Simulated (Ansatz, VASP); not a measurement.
# CdS (Greenockite): VASP beside Ansatz, part 3 of 3

Wanted: the spread between two codes on one cell, functional and k mesh. The cell is taken from a series of runs on this material, whose earlier steps may have relaxed, scaled, displaced or heated it; both programs get it as it stands.

VASP 6.6.1 and Ansatz 0.2.0.

So far: Starting point; VASP: zone-centre phonons, LDA.

### Step 3. Ansatz: zone-centre phonons, LDA

Level of this step: Ansatz beside VASP: Kohn-Sham DFT, plane waves, LDA (Ansatz).

Ansatz runs on its default PAW (the set named soft_2) files.

The same cell, functional (in two slightly different forms) and mesh now go to Ansatz, which takes its cutoff from its data sets.

Contents of input.yaml:

```yaml
crystal:
  lattice:
    - [4.0735340762, 0.0, 0.0]
    - [-2.0367670381, 3.5277839932, 0.0]
    - [0.0, 0.0, 6.638253462]
  atoms:
    - { symbol: Cd, position: [0.3333333333, 0.6666666667, -0.0005357023] }
    - { symbol: Cd, position: [0.6666666667, 0.3333333333, 0.4994642977] }
    - { symbol: S, position: [0.3333333333, 0.6666666667, 0.3755357023] }
    - { symbol: S, position: [0.6666666667, 0.3333333333, 0.8755357023] }
kpoints:
  mp_grid: { grid: [9, 9, 4] }
hamiltonian:
  xc: lda
scf:
  occupations: { method: fixed }
output:
  eigenvalues: true
phonons:
  method: dfpt
  dielectric: true
  rigid_motions: translations
```

On the command line:

```
$ ansatz run input.yaml --threads 4 --pin off --max-ram 14336MiB --backend cpu --events-out ev --progress --plain --runs-dir out
```

Numbers of over 12 decimals in the logs are rounded to 6 here.

What it wrote:

```text
Engine: ansatz 0.2.0, x86_64-unknown-linux-gnu
Pseudopotentials: kind: paw
Pseudopotential: Cd, paw, valence charge 20, recommended cutoff 420 eV (normal), Cd.paw.azcp
Pseudopotential: S, paw, valence charge 6, recommended cutoff 420 eV (normal), S.paw.azcp
Functional definition: SPW92
  exchange = slater_x
  correlation = pw_c
Crystal: 4 atoms, lattice volume = 95.395 Å³
Basis set: ecut = 420 eV, 1811 PW (Γ), exchange–correlation on 60×60×96 points (8 copies of the dense FFT grid, shifted against one another)
Bands: 32, of which v1, the nominal top of the filled ones, is band 26 counted from 1 (25 counted from 0)
Symmetry: 12 space group operations
k-points: 95 of 324 (irreducible under 2 space group operations, time reversal used)
Non-local potential: Cd, projectors of the file, l = 0: 3, l = 1: 2, l = 2: 2, l = 3: 1
Non-local potential: S, projectors of the file, l = 0: 2, l = 1: 2, l = 2: 2
PAW form: soft (Blöchl's): semilocal exchange-correlation on the pseudo side does not see the compensation charge
PAW frozen core: Cd, regenerated for the run's functional, and the local potential with it (the file was generated under x = pbe(κ = 0.804, μ = 0.219515), c = pbe(β = 0.066725))
PAW frozen core: S, regenerated for the run's functional, and the local potential with it (the file was generated under x = pbe(κ = 0.804, μ = 0.219515), c = pbe(β = 0.066725))
PAW one-centre angular grid: Cd, 590 points (default); XC on 64 Gauss nodes
PAW one-centre angular grid: S, 110 points (default); XC on 64 Gauss nodes
Initial density: superposition of atomic densities (neutral atoms: chi_scale 0, normalization atom), corrected by the library's trained network
Initial wavefunctions: pseudopotential atomic-orbital guess
Functional: x = slater, c = lda
SCF iter   1: F=—  HF=-17977.314421 eV  |F-HF|=—  |Δ(HF+E_count)|=         —  Δρ=8.39e-3  dr2=6.34e-2  ethr=1.77e-3  ⟨swp⟩=5.0  Hψ=10323  notcnv=0  defer=377
preconditioner: auto → Resta (q_TF=auto, 2.466 Å⁻¹)  ε∞=4.9  [insulator: Δε(μ)=0.934 eV  Ē_g=11.610 eV  n_scr=22 (ndim 8)  ℏωp=22.8 eV  f_vac=0.114  ε∞_Penn≈4.9]
SCF iter   2: F=—  HF=-17977.297617 eV  |F-HF|=—  |Δ(HF+E_count)|=   1.68e-2  Δρ=3.46e-3  dr2=1.18e-2  ethr=1.22e-4  ⟨swp⟩=3.0  Hψ=6019  notcnv=0  defer=379
SCF iter   3: F=—  HF=-17977.294157 eV  |F-HF|=—  |Δ(HF+E_count)|=   3.46e-3  Δρ=9.60e-4  dr2=7.80e-4  ethr=2.27e-5  ⟨swp⟩=2.0  Hψ=3624  notcnv=0  defer=379
SCF iter   4: F=—  HF=-17977.294011 eV  |F-HF|=—  |Δ(HF+E_count)|=   1.46e-4  Δρ=2.56e-4  dr2=8.07e-5  ethr=1.50e-6  ⟨swp⟩=2.0  Hψ=4591  notcnv=0  defer=379
SCF iter   5: F=—  HF=-17977.294018 eV  |F-HF|=—  |Δ(HF+E_count)|=   6.68e-6  Δρ=7.24e-5  dr2=6.18e-6  ethr=1.55e-7  ⟨swp⟩=2.8  Hψ=5001  notcnv=0  defer=163
SCF iter   6: F=—  HF=-17977.294021 eV  |F-HF|=—  |Δ(HF+E_count)|=   3.41e-6  Δρ=1.21e-5  dr2=2.05e-7  ethr=1.19e-8  ⟨swp⟩=2.2  Hψ=3425  notcnv=0  defer=163
SCF iter   7: F=—  HF=-17977.294028 eV  |F-HF|=—  |Δ(HF+E_count)|=   6.94e-6  Δρ=2.75e-6  dr2=7.98e-9  ethr=3.95e-10  ⟨swp⟩=2.9  Hψ=4860  notcnv=0  defer=163
SCF iter   8: F=—  HF=-17977.294028 eV  |F-HF|=—  |Δ(HF+E_count)|=   4.25e-9  Δρ=6.61e-7  dr2=5.60e-10  ethr=1.54e-11  ⟨swp⟩=2.0  Hψ=3463  notcnv=0  defer=163
SCF iter   9: F=-17977.294028 eV  HF=-17977.294028 eV  |F-HF|=1.46e-11  |Δ(HF+E_count)|=  1.67e-10  Δρ=2.23e-7  dr2=3.81e-11  ethr=1.00e-12  ⟨swp⟩=11.0  Hψ=17431  notcnv=0
SCF 1 converged in 9 iterations: F = -17977.294028 eV  dr2 = 3.81e-11
  greatest PAW one-centre occupation: 1.000 electrons in one spin orbital (limit 2), on the Cd atom at site 1 (counted from 0), in its partial waves of l = 0
NSCF: frozen V_eff on 4 k-points
DFPT response loops at Γ: preconditioner auto → Resta (q_TF=auto, 2.466 Å⁻¹)  ε∞=7.6 (no band partly filled); β = 1.00, the filter's whole step (`scf.mixing.beta` (0.50) is not read by the response loops at its default; to damp them type it under 1.00, their step now; it binds the ground state too); Broyden in place of MSR1
── the response to a field inside a basis, on 12×12×6 k-points: an SCF that follows is theirs, and a resumed run solves both again ──
Bands: 27, of which v1, the nominal top of the filled ones, is band 26 counted from 1 (25 counted from 0)
k-points: 126
Initial density: handed on by an earlier stage of this run
Initial wavefunctions: pseudopotential atomic-orbital guess (no wavefunctions were taken with the density)
Eigensolver: Dense (126 Hₖ)
SCF iter   1: F=—  HF=-17977.278931 eV  |F-HF|=—  |Δ(HF+E_count)|=         —  Δρ=1.98e-4  dr2=6.18e-6  ethr=1.00e-1
preconditioner: auto → Resta (q_TF=auto, 2.466 Å⁻¹)  ε∞=6.6  [insulator: Δε(μ)=1.130 eV  Ē_g=9.675 eV  n_scr=22 (ndim 8)  ℏωp=22.8 eV  f_vac=0.100  ε∞_Penn≈6.6]
SCF iter   2: F=—  HF=-17977.278931 eV  |F-HF|=—  |Δ(HF+E_count)|=   1.73e-7  Δρ=1.01e-4  dr2=2.04e-6  ethr=1.19e-8
SCF iter   3: F=—  HF=-17977.278931 eV  |F-HF|=—  |Δ(HF+E_count)|=   3.78e-7  Δρ=1.86e-5  dr2=1.10e-7  ethr=3.93e-9
SCF iter   4: F=-17977.278931 eV  HF=-17977.278931 eV  |F-HF|=1.23e-9  |Δ(HF+E_count)|=   8.06e-9  Δρ=2.85e-6  dr2=1.30e-8  ethr=2.11e-10
SCF 1 converged in 4 iterations: F = -17977.278931 eV  dr2 = 1.30e-8
DFPT response loops at Γ: preconditioner auto → Resta (q_TF=auto, 2.466 Å⁻¹)  ε∞=7.3 (no band partly filled); β = 1.00, the filter's whole step (`scf.mixing.beta` (0.50) is not read by the response loops at its default; to damp them type it under 1.00, their step now; it binds the ground state too); Broyden in place of MSR1
WARN: field response: ε∞ stands inside a basis, on 12×12×6 points; the force constants stand on the 9×9×4 k-mesh, whose period is 8.91 times the interband length at k = (0.0000, 0.0000, 0.0000), direct gap 1.027 eV, under 14: take them and everything formed from them as unconverged, and compare with a denser kpoints.mp_grid
SCF converged after 9 iterations
Free energy (F): -17977.294028 eV
Harris-Foulkes:  -17977.294028 eV  (|F-HF|=1.46e-11)
Internal energy: -17977.294028 eV  (E = F + TS)
E sigma→0 (E₀):  -17977.294028 eV
Fermi energy:    7.201455 eV
--- Per-component energies (eV) ---
  E_band       = -1003.625139
  E_kinetic    = 1225.790785
  E_local      = -7927.727267  (includes V_loc(G=0)·N_el)
  E_nonlocal   = 140.823233
  E_hartree    = 3634.898340
  E_xc         = -543.908915
  E_vxc        = -618.741367  (∫ρ·V_xc dr)
  E_paw        = -9032.459481  (= ΣΔE_a)
  E_vpaw       = -1093.567697  (= ΣTr[D̂ρ^β])
  E_aug_tail   = 0.000026  (compensation charges beyond the density's cutoff)
  E_ewald      = -5476.550282
  E_core_change = 1.839533  (= ΣΔE_core)
  E_smearing   = -0.000000  (= −TS)
  E_closure    = 0.000000  (closes the sum)
  Σ components = -17977.294028   (vs F -17977.294028, Δ=0.00e0)
--- Band table (eV; the first three rows and the last of 95) ---
  k-point 0: bands = [... 22 lower, 6.3679, 7.1398, 7.2015, 7.2015, 8.2280, 9.8105, 13.4705, 13.4705, ... 2 higher]
  k-point 1: bands = [... 22 lower, 6.4821, 6.4821, 7.0707, 7.0707, 9.1740, 9.8893, 13.2588, 13.5444, ... 2 higher]
  k-point 2: bands = [... 22 lower, 6.7681, 6.7681, 6.7681, 6.7681, 9.9069, 9.9069, 13.1845, 13.1845, ... 2 higher]
  k-point 94: bands = [... 22 lower, 5.2192, 5.2192, 5.8320, 5.8320, 11.2999, 11.2999, 12.7788, 12.7788, ... 2 higher]
--- Phonons (Γ-DFPT): 4 representative perturbations + reference, on 95 of 324 k-points (Σ response iterations 13) ---
  k mesh reduced under 2 symmetry operations, with k and −k counted as one. Each operation leaves every solved perturbation unchanged. A smaller set is not considered because the run solves the response to a homogeneous field
  ASR residual: 8.780e-5 → 0.000e0 eV/Å²; symmetrization residual: 8.469e-6 eV/Å²
  ASR residual per site (eV/Å²): 8.78e-5 8.78e-5 3.38e-5 3.38e-5
  Γ frequencies (cm⁻¹): 0.00 0.00 0.00 42.04 42.04 136.93 240.71 247.79 247.79 260.86 260.86 306.92
  ε∞ (high-frequency dielectric tensor):
        6.408869     0.000000    -0.000000
        0.000000     6.408869     0.000000
       -0.000000     0.000000     6.515590
  ε⁰ (static dielectric tensor: ions relaxed, cell fixed):
        9.276901     0.000000     0.000000
        0.000000     9.276901     0.000000
        0.000000     0.000000     9.855367
  ε⁰ − ε∞ (ionic part):
        2.868032     0.000000     0.000000
        0.000000     2.868032     0.000000
        0.000000     0.000000     3.339777
  softest optical mode at Γ: 42.04 cm⁻¹; the repairs (sum rule, projections) moved no ω² at Γ by more than (1.07 cm⁻¹)²
  Born effective charges Z* (e; rows j = field, columns β = displacement):
    site 0:
         2.06350    0.00000    0.00000
         0.00000    2.06350    0.00000
        -0.00000    0.00000    2.16317
    site 1:
         2.06350   -0.00000   -0.00000
        -0.00000    2.06350   -0.00000
         0.00000   -0.00000    2.16317
    site 2:
        -2.06350    0.00000    0.00000
        -0.00000   -2.06350    0.00000
         0.00000    0.00000   -2.16317
    site 3:
        -2.06350   -0.00000    0.00000
         0.00000   -2.06350   -0.00000
        -0.00000   -0.00000   -2.16317
  Z* charge neutrality: 1.155e-2 e pre-enforcement
  solved inside a basis spanned on kpoints, on 12×12×6 k-points transformed towards the longest dipole: ε∞ is read to err by 3.1e-2, Z* by 2.9e-2 e (field_mesh: kpoints solves on kpoints); Z* is corrected for what the basis lacks
  optical modes at Γ without the LO–TO term, one row a degenerate level:
      ω (cm⁻¹)  modes    IR ((D/Å)²/amu)
         42.04      2             0.0000
        136.93      1             0.0000
        240.71      1             8.6553
[...]
optical modes at Γ + LO–TO along q̂ = [1.0000, 0.0000, 0.0000]:
      ω (cm⁻¹)  modes    IR ((D/Å)²/amu)
[...]
optical modes at Γ + LO–TO along q̂ = [0.0000, 1.0000, 0.0000]:
      ω (cm⁻¹)  modes    IR ((D/Å)²/amu)
[...]
298.12      1             7.8760
        306.92      1             0.0000
  optical modes at Γ + LO–TO along q̂ = [0.0000, 0.0000, 1.0000]:
      ω (cm⁻¹)  modes    IR ((D/Å)²/amu)
         42.04      2             0.0000
        136.93      1             0.0000
        247.79      2            15.7520
        260.86      2             0.0000
        296.04      1             8.6553
        306.92      1             0.0000
```

### Step 4. Side by side

Known differences besides the potentials themselves: fixed occupations in Ansatz, narrow Gaussian smearing in VASP; VASP's response is taken on the typed mesh, Ansatz refines its own for the field response alone; the data sets hold 52 valence electrons in Ansatz (on its default PAW (the set named soft_2) files) and 36 in VASP; the cutoff is 420 eV in Ansatz and 500 eV in VASP; VASP's log shows a relativistic correction to its local exchange, Ansatz's none. Total energies have different zeros and are not compared.

Both answers:

```
                                     quantity  Ansatz   VASP  difference
                                        ε∞ xx    6.41   6.67     -3.86 %
                                        ε∞ yy    6.41   6.67     -3.86 %
                                        ε∞ zz    6.52   6.82     -4.45 %
Born charge of Cd1 (mean of the diagonal) (e)    2.10   2.11       -0.02
 Born charge of S3 (mean of the diagonal) (e)   -2.10  -2.11       +0.02
                   optical mode 1 to 2 (cm⁻¹)    42.0   42.3        -0.3
                        optical mode 3 (cm⁻¹)   136.9  138.0     -0.78 %
                        optical mode 4 (cm⁻¹)   240.7  245.1     -1.78 %
                   optical mode 5 to 6 (cm⁻¹)   247.8  252.5     -1.86 %
                   optical mode 7 to 8 (cm⁻¹)   260.9  265.5     -1.76 %
                        optical mode 9 (cm⁻¹)   306.9  310.4     -1.13 %
```

Modes are paired by rising frequency, not by their patterns, so a pair may set unlike modes beside each other; they are those without the splitting of longitudinal modes.

### Step 5. Results

| Item | Value |
| --- | --- |
| r.m.s. difference of the optical zone-centre modes, each program's sorted by frequency (zone-centre phonons, LDA) | 3.7 cm⁻¹ |
| difference in ε∞ zz (zone-centre phonons, LDA) | -4.4 % |

What this shows: The r.m.s. difference of the optical zone-centre modes, each program's sorted by frequency is 3.7 cm⁻¹ (zone-centre phonons, LDA). The data sets hold unlike numbers of valence electrons (52 in Ansatz and 36 in VASP), so part of the differences comes from the potentials. Among the rows given in per cent, the largest difference of the zone-centre phonons, LDA pair is in ε∞ zz, -4.4 %. How closely two codes agree says nothing of how well the functional describes the real material.

[Lines on the potential files, build, host, timing and source positions are cut from VASP's logs without a mark.]

[Logs are printed without paths, hosts, clocks, repeated set-up lines and the standing remarks that a program may print on its own settings, such as how far it seeks lower states.]

[Hosts, paths, dates, database ids (printed as entryN), source tags and the programs' standing remarks are cut or masked in the printed files.]
